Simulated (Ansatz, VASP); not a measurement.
## VB4Os: VASP beside Ansatz

The input INCAR:

```
SYSTEM = VB4Os
ALGO     = Normal         ! electronic algorithm
EDIFF    = 1E-7           ! SCF threshold, eV
ENCUT    = 520            ! plane-wave cutoff, eV
GGA      = PE             ! functional
ISIF     = 2              ! what is computed and relaxed
ISMEAR   = -1             ! smearing method
ISPIN    = 2              ! spin polarisation
LASPH    = .True.         ! aspherical terms in the spheres
LCHARG   = .True.         ! write CHGCAR
LELF     = .True.         ! ELF
LMAXMIX  = 4              ! l up to which the mixer works
LORBIT   = 11             ! projections on sites
LREAL    = .False.        ! projectors in reciprocal space
LVHAR    = .True.       
LWAVE    = .False.        ! write WAVECAR
MAGMOM   = 2 0 0 0 0 0    ! initial moments
NBANDS   = 30             ! bands
NELM     = 150            ! most SCF steps
PREC     = Accurate       ! precision mode
SIGMA    = 0.15           ! smearing width, eV
```

Contents of KPOINTS:

```
k-points
0
Gamma
  9 9 3
  0 0 0
```

File POSCAR:

```
VB4Os
1.0
    2.7781831528      0.0000000000      0.0000000000
   -1.3890920592      2.4059773402      0.0000000000
    0.0000000000      0.0000000000      7.1964730535
V B Os
1 4 1
Direct
    0.0000000000      0.0000000000      0.0000000000
    0.0000000000      0.0000000000      0.7094840000
    0.3333333333      0.6666666667      0.7969230000
    0.3333333333      0.6666666667      0.2030770000
    0.0000000000      0.0000000000      0.2905160000
    0.3333333333      0.6666666667      0.5000000000
```

Input for Ansatz:

```yaml
crystal:
  lattice:
    - [2.7781831528406995, 0.0, 0.0]
    - [-1.3890920591650422, 2.405977340181383, 0.0]
    - [0.0, 0.0, 7.196473053481905]
  atoms:
    - { symbol: V, position: [0.0, 0.0, 0.0], spin: 2.0 }
    - { symbol: B, position: [0.0, 0.0, 0.709484] }
    - { symbol: B, position: [0.3333333333333333, 0.6666666666666666, 0.796923] }
    - { symbol: B, position: [0.3333333333333333, 0.6666666666666666, 0.203077] }
    - { symbol: B, position: [0.0, 0.0, 0.290516] }
    - { symbol: Os, position: [0.3333333333333333, 0.6666666666666666, 0.5] }
basis:
  ecutwfc: 500.0
kpoints:
  mp_grid:
    grid: [9, 9, 3]
hamiltonian:
  xc: pbe
magnetization:
  spin_polarized: true
scf:
  occupations:
    method: fermi_dirac
    width: 0.15
output:
  stress: true
```

The cell comes from a database or a generator and needn't be the stable form of this composition.

Alike in both runs: task single point; functional PBE; k mesh 9 × 9 × 3; occupations fermi-dirac, width 0.15 eV; collinear spin.

|  | VASP | Ansatz |
| --- | --- | --- |
| version | VASP 6.6.1 | Ansatz 0.2.0 |
| potentials or method | VASP PAW PBE potentials, release 64 (V_sv, B, Os) | plane waves, PAW |
| plane-wave cutoff (eV) | 520 | 500 |
| valence electrons in the cell | 33 | 41 |

|  | VASP | Ansatz | Ansatz less VASP |
| --- | --- | --- | --- |
| net moment per atom (μB) | 0.00 | 0.00 | 0.000 |

With one functional, cell and mesh, what is left measures potentials, basis and numerics. The two sets of potentials don't hold the same shells in valence. Ansatz warned: «seeded_moment_not_kept».

 Spin-orbit coupling is left out, which matters for the levels of Os.
